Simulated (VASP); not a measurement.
# MnF2: input slips in a phonon run and what they do, part 3 of 3

Aim: see how common mistakes in a phonon run show up, on MnF2. The starting structure is a measured crystal structure from the Crystallography Open Database.

VASP 6.6.1.

Results so far: reference B2g 493.1 cm⁻¹; one-sided displacements B2g 491.9 cm⁻¹.

## (4) Modes with a loose electronic threshold

Level of this step: LDA, DFT+U (Mn d 3.9 eV), spin-polarised from a ferromagnetic start; plane waves and PAW (Mn_pv, F) (VASP).

A slip made on purpose: a loose electronic threshold. Against step 2 the input has EDIFF = 1E-04 (also changed: NELM).

INCAR reads:

```
SYSTEM = MnF2
PREC = Accurate
ENCUT = 520
EDIFF = 1E-04
NELM = 60
ISMEAR = 0
SIGMA = 0.03
LREAL = .FALSE.
ALGO = Normal
GGA = CA
NBANDS = 41
ISPIN = 2
MAGMOM = 4 4 0 0 0 0
LDAU = .TRUE.
LDAUTYPE = 2
LDAUL = 2 -1
LDAUU = 3.9 0
LDAUJ = 0 0
LDAUPRINT = 1
LASPH = .TRUE.
LMAXMIX = 4
LORBIT = 11
LWAVE = .FALSE.
LCHARG = .FALSE.
KPAR = 8
IBRION = 6
NFREE = 2
POTIM = 0.015
NSW = 1
ISIF = 2
```

POSCAR reads:

```
MnF2
1.0
    4.8030081862      0.0000000000      0.0000000000
    0.0000000000      4.8030081862      0.0000000000
    0.0000000000      0.0000000000      3.2618616242
Mn F
2 4
Direct
    0.5000000000      0.5000000000      0.5000000000
    0.0000000000      0.0000000000      0.0000000000
    0.8049555566      0.1950444434      0.5000000000
    0.6950444434      0.6950444434      0.0000000000
    0.1950444434      0.8049555566      0.5000000000
    0.3049555566      0.3049555566      0.0000000000
```

KPOINTS reads:

```
Automatic mesh
0
Gamma
4 4 6
0 0 0
```

PAW data sets: Mn_pv and F (LDA family, release 64).

Command:

```console
> mpirun -np 8 vasp_std
```

Log:

```text
[... set-up lines as in an earlier step ...]
 entering main loop
       N       E                     dE             d eps       ncg     rms          rms(c)
[... 10 cycles as in an earlier step ...]
DAV:  11    -0.401384661616E+02   -0.40334E-04   -0.15578E-03  4077   0.230E-01    0.870E-02
DAV:  12    -0.401384848041E+02   -0.18643E-04   -0.48210E-05  2224   0.572E-02
   1 F= -.40138485E+02 E0= -.40138485E+02  d E =-.572904E-34  mag=    10.0000
[... from here on, the cycles between the ionic steps are left out ...]
   2 F= -.40137298E+02 E0= -.40137298E+02  d E =-.181046E-34  mag=    10.0000
   3 F= -.40137320E+02 E0= -.40137320E+02  d E =-.171412E-34  mag=    10.0000
   4 F= -.40137534E+02 E0= -.40137534E+02  d E =-.162445E-34  mag=    10.0000
   5 F= -.40137521E+02 E0= -.40137521E+02  d E =-.164632E-34  mag=    10.0000
   6 F= -.40137820E+02 E0= -.40137820E+02  d E =-.119320E-35  mag=    10.0000
   7 F= -.40137800E+02 E0= -.40137800E+02  d E =-.162699E-31  mag=    10.0000
   8 F= -.40137928E+02 E0= -.40137928E+02  d E =-.275909E-34  mag=    10.0000
   9 F= -.40137923E+02 E0= -.40137923E+02  d E =-.244209E-34  mag=    10.0000
 Finite differences progress:
  Degree of freedom:   4/  4
  Displacement:        2/  2
  Total:               8/  8
```

Wall time 35 s (8 MPI ranks of Intel Xeon 6975P-C (Granite Rapids), shared host); peak memory 3.3 GiB.

From OUTCAR (step 4):

```text
  Total       -0.0243387     -0.0243387     -0.0157827     -0.0010264      0.0454148     -0.0454148
  in kB       -0.5182222     -0.5182222     -0.3360465     -0.0218543      0.9669770     -0.9669768
  external PRESSURE =      -0.4574970 kB  Pullay stress =       0.0000000 kB

 POSITION                                       TOTAL-FORCE (eV/Angst)
 -----------------------------------------------------------------------------------
      2.40150      2.40150      1.63093         0.000101     -0.000101     -0.001547
      0.00000      0.00000      0.00000         0.001886     -0.001886     -0.065186
      3.86621      0.93680      1.61593        -0.002151      0.002151      0.082313
      3.33830      3.33830      0.00000        -0.000021      0.000024     -0.010297
      0.93680      3.86621      1.63093         0.000209     -0.000209      0.005014
      1.46470      1.46470      0.00000        -0.000024      0.000021     -0.010297
 -----------------------------------------------------------------------------------
    total drift:                               -0.002923     -0.003065      0.007024

  FREE ENERGIE OF THE ION-ELECTRON SYSTEM (eV)
  ---------------------------------------------------
  free  energy   TOTEN  =       -40.1379225443 eV

  energy  without entropy=      -40.1379225443  energy(sigma->0) =      -40.13792254

[... 3 parts as in an earlier step ...]

[... 1 further part left out ...]
[key lines of the parts left out:]
E-fermi :   2.7643
```

With a loose electronic threshold the modes are at the top B2g 494.9, Eu (3) 402.1 cm⁻¹, at the bottom B1u (1) 119.0, B1g 85.4 cm⁻¹, with 7 more of the listed ones between; the largest shift is +63.1 cm⁻¹, in B1g, from the reference.

## (5) Modes with low precision and real-space projectors

A slip made on purpose: low precision and real-space projectors. Against step 2 the input has PREC = Low and LREAL = Auto (also changed: NELM).

INCAR, as its differences from that of step 4:

```diff
@@ -1,5 +1,5 @@
 SYSTEM = MnF2
-PREC = Accurate
+PREC = Low
 ENCUT = 520
-EDIFF = 1E-04
+EDIFF = 1E-08
 NELM = 60
@@ -7,3 +7,3 @@
 SIGMA = 0.03
-LREAL = .FALSE.
+LREAL = Auto
 ALGO = Normal
```

POSCAR is that of step 4.

KPOINTS is that of step 4.

Command:

```console
> mpirun -np 8 vasp_std
```

Log:

```text
[banner, memory and clock lines left out]
running    8 mpi-ranks, on    1 nodes
[...]
[... a notice as in an earlier step ...]

|                                                                             |
|               ----> ADVICE to this user running VASP <----                  |
|                                                                             |
|     You have a (more or less) 'small supercell' and for smaller cells       |
|     it is recommended to use the reciprocal-space projection scheme!        |
|     The real-space optimization is not efficient for small cells and it     |
|     is also less accurate ...                                               |
|     Therefore, set LREAL=.FALSE. in the INCAR file.                         |
|                                                                             |

 LDA part: xc-table for (Slater(with rela. corr.)+CA(PZ))
 , standard interpolation
 POSCAR, INCAR and KPOINTS ok, starting setup
[...]
entering main loop
[...]
DAV:   3    -0.388600028639E+02   -0.60364E+02   -0.59541E+02  4552   0.151E+02
DAV:   4    -0.398701796903E+02   -0.10102E+01   -0.10085E+01  4196   0.209E+01
[...]
DAV:  14    -0.401339536679E+02   -0.79000E-06   -0.20596E-06  4361   0.929E-03    0.621E-03
DAV:  15    -0.401339537055E+02   -0.37512E-07   -0.26824E-07  4430   0.484E-03    0.105E-03
DAV:  16    -0.401339537097E+02   -0.42919E-08   -0.53656E-08  4052   0.193E-03
   1 F= -.40133954E+02 E0= -.40133954E+02  d E =-.179421E-34  mag=    10.0000
[... from here on, the cycles between the ionic steps are left out ...]
   2 F= -.40130663E+02 E0= -.40130663E+02  d E =-.184449E-34  mag=    10.0000
   3 F= -.40130663E+02 E0= -.40130663E+02  d E =-.185102E-34  mag=    10.0000
   4 F= -.40131650E+02 E0= -.40131650E+02  d E =-.177651E-34  mag=    10.0000
   5 F= -.40131650E+02 E0= -.40131650E+02  d E =-.177337E-34  mag=    10.0000
   6 F= -.40132970E+02 E0= -.40132970E+02  d E =-.160550E-35  mag=    10.0000
   7 F= -.40133403E+02 E0= -.40133403E+02  d E =-.202517E-31  mag=    10.0000
   8 F= -.40134853E+02 E0= -.40134853E+02  d E =-.223366E-34  mag=    10.0000
   9 F= -.40134853E+02 E0= -.40134853E+02  d E =-.222661E-34  mag=    10.0000
 Finite differences progress:
  Degree of freedom:   4/  4
  Displacement:        2/  2
  Total:               8/  8
```

It took 43 s on 8 MPI ranks; peak memory 2.9 GiB.

From OUTCAR (step 5):

```text
  Total        0.5692564      0.5692564      1.2627027      0.0890871      0.0109996     -0.0109996
  in kB       12.1206610     12.1206610     26.8855861      1.8968501      0.2342040     -0.2342039
  external PRESSURE =      17.0423027 kB  Pullay stress =       0.0000000 kB

 POSITION                                       TOTAL-FORCE (eV/Angst)
 -----------------------------------------------------------------------------------
      2.40150      2.40150      1.63093        -0.013316      0.013316      0.024132
      0.00000      0.00000      0.00000        -0.011787      0.011787     -0.039820
      3.86621      0.93680      1.61593        -0.048552      0.048552     -0.045221
      3.33830      3.33830      0.00000         0.100281      0.127019      0.015445
      0.93680      3.86621      1.63093         0.100393     -0.100393      0.030020
      1.46470      1.46470      0.00000        -0.127019     -0.100281      0.015445
 -----------------------------------------------------------------------------------
    total drift:                                0.080272     -0.080259     -0.146479

  FREE ENERGIE OF THE ION-ELECTRON SYSTEM (eV)
  ---------------------------------------------------
  free  energy   TOTEN  =       -40.1348532895 eV

  energy  without entropy=      -40.1348532895  energy(sigma->0) =      -40.13485329

 magnetization (x)
# of ion       s       p       d       tot
------------------------------------------
    1        0.020   0.019   4.613   4.651
    2        0.020   0.019   4.613   4.651
    3        0.007   0.061   0.000   0.068
    4        0.007   0.061   0.000   0.068
    5        0.007   0.061   0.000   0.068
    6        0.007   0.061   0.000   0.068
--------------------------------------------------
tot          0.069   0.282   9.225   9.576

[... 2 parts as in an earlier step ...]

[... 1 further part left out ...]
[key lines of the parts left out:]
E-fermi :   2.7635
```

Three frequencies should lie near zero, those of the translations, and here fewer than three do (the smallest in size are -95.3, -95.3 and -131.9 cm⁻¹), so no mode of this run is used. As printed, the frequencies run from -267.9 to 410.1 cm⁻¹, imaginary ones as negative numbers.

## (6) Modes with a cutoff far too low

A slip made on purpose: a cutoff far too low. Against step 2 the input has ENCUT = 220 (also changed: NELM).

INCAR, as its differences from that of step 5:

```diff
@@ -1,4 +1,4 @@
 SYSTEM = MnF2
-PREC = Low
-ENCUT = 520
+PREC = Accurate
+ENCUT = 220
 EDIFF = 1E-08
@@ -7,3 +7,3 @@
 SIGMA = 0.03
-LREAL = Auto
+LREAL = .FALSE.
 ALGO = Normal
```

POSCAR is that of step 5.

KPOINTS is that of step 5.

Command:

```console
> mpirun -np 8 vasp_std
```

Log:

```text
[... set-up lines as in an earlier step ...]
 entering main loop
       N       E                     dE             d eps       ncg     rms          rms(c)
DAV:   1     0.377874215708E+03    0.37787E+03   -0.19635E+04  4366   0.829E+02
DAV:   2    -0.162245569068E+02   -0.39410E+03   -0.37179E+03  4282   0.304E+02
DAV:   3    -0.384864069386E+02   -0.22262E+02   -0.22084E+02  4581   0.808E+01
DAV:   4    -0.386464007795E+02   -0.15999E+00   -0.15990E+00  4117   0.723E+00
[...]
DAV:  15    -0.391573832761E+02   -0.35991E-07   -0.13101E-07  4190   0.335E-03    0.125E-03
DAV:  16    -0.391573832867E+02   -0.10570E-07   -0.73687E-09  2748   0.660E-04    0.447E-04
DAV:  17    -0.391573832918E+02   -0.51596E-08   -0.13660E-09  2232   0.280E-04
   1 F= -.39157383E+02 E0= -.39157383E+02  d E =-.599223E-19  mag=    10.0000
[... from here on, the cycles between the ionic steps are left out ...]
   2 F= -.39155916E+02 E0= -.39155916E+02  d E =-.629234E-19  mag=    10.0000
   3 F= -.39155916E+02 E0= -.39155916E+02  d E =-.640306E-19  mag=    10.0000
   4 F= -.39156051E+02 E0= -.39156051E+02  d E =-.180431E-11  mag=    10.0000
   5 F= -.39156051E+02 E0= -.39156051E+02  d E =-.576960E-21  mag=    10.0000
   6 F= -.39153580E+02 E0= -.39153580E+02  d E =-.145913E-19  mag=    10.0000
   7 F= -.39159212E+02 E0= -.39159212E+02  d E =-.474807E-14  mag=    10.0000
   8 F= -.39156583E+02 E0= -.39156583E+02  d E =-.336797E-19  mag=    10.0000
   9 F= -.39156583E+02 E0= -.39156583E+02  d E =-.243992E-17  mag=    10.0000
 Finite differences progress:
  Degree of freedom:   4/  4
  Displacement:        2/  2
  Total:               8/  8
```

Elapsed: 23 s, on 8 MPI ranks; peak memory 2 GiB; 2.9 min of CPU time.

Parts of OUTCAR (step 6):

```text
  Total     -120.6186495   -120.6186495   -119.2807739     -0.0011475      0.0579270     -0.0579270
  in kB    -2568.2237440  -2568.2237440  -2539.7375715     -0.0244337      1.2333867     -1.2333870
  external PRESSURE =   -2558.7283532 kB  Pullay stress =       0.0000000 kB

 POSITION                                       TOTAL-FORCE (eV/Angst)
 -----------------------------------------------------------------------------------
      2.40150      2.40150      1.63093         0.000148     -0.000148     -0.000797
      0.00000      0.00000      0.00000         0.002062     -0.002062     -0.080160
      3.86621      0.93680      1.61593        -0.189440      0.189440      0.107596
      3.33830      3.33830      0.00000         0.187325      0.187633     -0.018155
      0.93680      3.86621      1.63093         0.187537     -0.187537      0.009672
      1.46470      1.46470      0.00000        -0.187633     -0.187325     -0.018155
 -----------------------------------------------------------------------------------
    total drift:                                0.000334     -0.000329      0.001157

  FREE ENERGIE OF THE ION-ELECTRON SYSTEM (eV)
  ---------------------------------------------------
  free  energy   TOTEN  =       -39.1565825774 eV

  energy  without entropy=      -39.1565825774  energy(sigma->0) =      -39.15658258

 magnetization (x)
# of ion       s       p       d       tot
------------------------------------------
    1        0.020   0.021   4.651   4.692
    2        0.020   0.021   4.651   4.692
    3        0.006   0.054   0.000   0.060
    4        0.006   0.054   0.000   0.060
    5        0.006   0.054   0.000   0.060
    6        0.006   0.054   0.000   0.060
--------------------------------------------------
tot          0.065   0.258   9.302   9.625

[... 1 part as in an earlier step ...]

[... 2 further parts left out ...]
[key lines of the parts left out:]
E-fermi :   2.4051
```

With a cutoff far too low the modes are at the top B2g 566.1, Eu (3) 458.4 cm⁻¹, at the bottom B1u (1) 161.3, B1g 107.0 cm⁻¹, with 7 more of the listed ones between; the largest shift is +84.7 cm⁻¹, in B1g, from the reference.

## (7) Modes with spin polarisation switched off

A slip made on purpose: spin polarisation switched off. Against step 2 the input has no ISPIN, no MAGMOM and another starting structure (also changed: NBANDS). The cell comes from a relaxation at this level, not shown (61.79 Å³).

INCAR, as its differences from that of step 6:

```diff
@@ -2,5 +2,5 @@
 PREC = Accurate
-ENCUT = 220
+ENCUT = 520
 EDIFF = 1E-08
-NELM = 60
+NELM = 100
 ISMEAR = 0
@@ -10,5 +10,3 @@
 GGA = CA
-NBANDS = 41
-ISPIN = 2
-MAGMOM = 4 4 0 0 0 0
+NBANDS = 33
 LDAU = .TRUE.
```

POSCAR reads:

```
MnF2
1.0
    4.4948040325      0.0000000000      0.0000000000
    0.0000000000      4.4948040325      0.0000000000
    0.0000000000      0.0000000000      3.0585851276
Mn F
2 4
Direct
    0.5000000000      0.5000000000      0.5000000000
    0.0000000000      0.0000000000      0.0000000000
    0.8040225726      0.1959774274      0.5000000000
    0.6959774274      0.6959774274      0.0000000000
    0.1959774274      0.8040225726      0.5000000000
    0.3040225726      0.3040225726      0.0000000000
```

KPOINTS is that of step 6.

Command:

```console
> mpirun -np 8 vasp_std
```

Log:

```text
[... set-up lines as in an earlier step ...]
 entering main loop
       N       E                     dE             d eps       ncg     rms          rms(c)
DAV:   1     0.735866857175E+03    0.73587E+03   -0.31354E+04  1624   0.196E+03
DAV:   2     0.321007114538E+02   -0.70377E+03   -0.67356E+03  1781   0.567E+02
DAV:   3    -0.309467258877E+02   -0.63047E+02   -0.62420E+02  1618   0.185E+02
DAV:   4    -0.322078863488E+02   -0.12612E+01   -0.12479E+01  1818   0.274E+01
[...]
DAV:  16    -0.328746475158E+02   -0.12041E-06   -0.81406E-07  1797   0.562E-03    0.153E-03
DAV:  17    -0.328746475330E+02   -0.17281E-07   -0.46821E-08  1336   0.171E-03    0.278E-04
DAV:  18    -0.328746475330E+02    0.68212E-10   -0.54843E-09   797   0.554E-04
   1 F= -.32874648E+02 E0= -.32873364E+02  d E =-.256800E-02
[... from here on, the cycles between the ionic steps are left out ...]
   2 F= -.32872200E+02 E0= -.32870915E+02  d E =-.256915E-02
   3 F= -.32872200E+02 E0= -.32870915E+02  d E =-.256914E-02
   4 F= -.32872041E+02 E0= -.32870732E+02  d E =-.261785E-02
   5 F= -.32872041E+02 E0= -.32870732E+02  d E =-.261786E-02
   6 F= -.32873436E+02 E0= -.32872156E+02  d E =-.256091E-02
   7 F= -.32873469E+02 E0= -.32872184E+02  d E =-.257089E-02
   8 F= -.32873546E+02 E0= -.32872266E+02  d E =-.256048E-02
   9 F= -.32873546E+02 E0= -.32872266E+02  d E =-.256046E-02
 Finite differences progress:
  Degree of freedom:   4/  4
  Displacement:        2/  2
  Total:               8/  8
```

The job ended after 32 s (8 MPI ranks; peak memory 2.4 GiB).

Parts of OUTCAR (step 7):

```text
  Total        0.0057658      0.0057658      0.0051065      0.0004271      0.0646984     -0.0646955
  in kB        0.1494950      0.1494950      0.1324012      0.0110730      1.6774992     -1.6774217
  external PRESSURE =       0.1437971 kB  Pullay stress =       0.0000000 kB

 POSITION                                       TOTAL-FORCE (eV/Angst)
 -----------------------------------------------------------------------------------
      2.24740      2.24740      1.52929         0.000682     -0.000682     -0.039864
      0.00000      0.00000      0.00000         0.002334     -0.002334     -0.146255
      3.61392      0.88088      1.51429        -0.004181      0.004181      0.147005
      3.12828      3.12828      0.00000         0.000811      0.000838     -0.003422
      0.88088      3.61392      1.52929         0.001191     -0.001191      0.045959
      1.36652      1.36652      0.00000        -0.000838     -0.000811     -0.003422
 -----------------------------------------------------------------------------------
    total drift:                               -0.000039      0.000039      0.000683

  FREE ENERGIE OF THE ION-ELECTRON SYSTEM (eV)
  ---------------------------------------------------
  free  energy   TOTEN  =       -32.8735464461 eV

  energy  without entropy=      -32.8709859879  energy(sigma->0) =      -32.87226622

[... 3 further parts left out ...]
[key lines of the parts left out:]
E-fermi :   5.1740
```

With spin polarisation switched off the modes are at the top Eu (3) 573.3, A2u 548.1 cm⁻¹, at the bottom B1u (1) 233.0, B1g 78.5 cm⁻¹, with 7 more of the listed ones between; the largest shift is +226.1 cm⁻¹, in A2u, from the reference.

## (8) The runs compared

| run | ended | B2g | Eu (3) | A1g | B1u (2) | A2g | Eu (1) | B1u (1) | B1g | imaginary modes, each partner counted | core minutes |
| --- | --- | --- | --- | --- | --- | --- | --- | --- | --- | --- | --- |
| reference | converged | 493.1 | 394.0 | 360.8 | 355.7 | 208.3 | 146.0 | 117.0 | 22.3 | 0 | 8.67 |
| one-sided displacements | converged | 491.9 | 391.8 | 359.7 | 355.8 | 207.5 | 146.0 | 117.1 | 19.1 | 0 | 4.53 |
| a loose electronic threshold | converged | 494.9 | 402.1 | 372.7 | 359.5 | 216.2 | 159.8 | 119.0 | 85.4 | 0 | 4.67 |
| low precision and real-space projectors | finished, not usable | - | - | - | - | - | - | - | - | - | 5.73 |
| a cutoff far too low | converged | 566.1 | 458.4 | 413.2 | 423.5 | 285.7 | 202.3 | 161.3 | 107.0 | 0 | 3.07 |
| spin polarisation switched off | converged | 481.8 | 573.3 | 534.6 | 493.0 | 269.3 | 266.9 | 233.0 | 78.5 | 0 | 4.27 |

Modes are in cm⁻¹, degenerate ones as one, matched between runs by symmetry and order. A number in brackets counts the listed modes of one symmetry from the lowest. The symmetry labels come from an automatic analysis and can be wrong where levels nearly coincide. Between the highest four and the lowest four, 3 more are left out. Core minutes are wall time times ranks of the run shown, on a shared host.

## (9) Summary of results

| Item | Value |
| --- | --- |
| B2g, reference | 493.1 cm⁻¹ |
| B1g, reference | 22.3 cm⁻¹ |
| B2g, one-sided displacements | 491.9 cm⁻¹ |
| B1g, one-sided displacements | 19.1 cm⁻¹ |
| B2g, a loose electronic threshold | 494.9 cm⁻¹ |
| B1g, a loose electronic threshold | 85.4 cm⁻¹ |
| B2g, a cutoff far too low | 566.1 cm⁻¹ |
| B1g, a cutoff far too low | 107.0 cm⁻¹ |
| B2g, spin polarisation switched off | 481.8 cm⁻¹ |
| B1g, spin polarisation switched off | 78.5 cm⁻¹ |
| run with low precision and real-space projectors | finished, not usable |

Finished, but so rough that the translations don't all come out near zero: low precision and real-space projectors. Finished, but with signs in the output that stand out against the reference: a loose electronic threshold, with modes off by up to +63 cm⁻¹, in B1g (signs: a pressure of -0.2 GPa on the undisplaced cell); a cutoff far too low, with modes off by up to +85 cm⁻¹, in B1g (signs: a pressure of -255.9 GPa on the undisplaced cell and forces of up to 0.27 eV/Å on the undisplaced atoms); spin polarisation switched off, with modes off by up to +226 cm⁻¹, in A2u (signs: no moments, where the reference has 10.00 μB a cell and -21.7 GPa at the first ionic step (of the first relaxations, not shown; reference: -4.4 GPa)). Finished, and of the signs looked for here (warnings, stress, forces, entropy, moments, translations away from zero, imaginary modes) none stands out against the reference by the marks set here, though the list of modes is off: one-sided displacements, with modes off by up to -3.2 cm⁻¹, in B1g. The frequencies are harmonic, and the splitting of polar modes by their long-range field is left out. Further runs on this material are not shown.

[Lines on the potential files, build, host, timing and source positions are cut from VASP's logs without a mark.]

[Logs are printed without paths, hosts, clocks, repeated set-up lines and the standing remarks that a program may print on its own settings, such as how far it seeks lower states.]

[Hosts, paths, dates, database ids (printed as entryN), source tags and the programs' standing remarks are cut or masked in the printed files.]
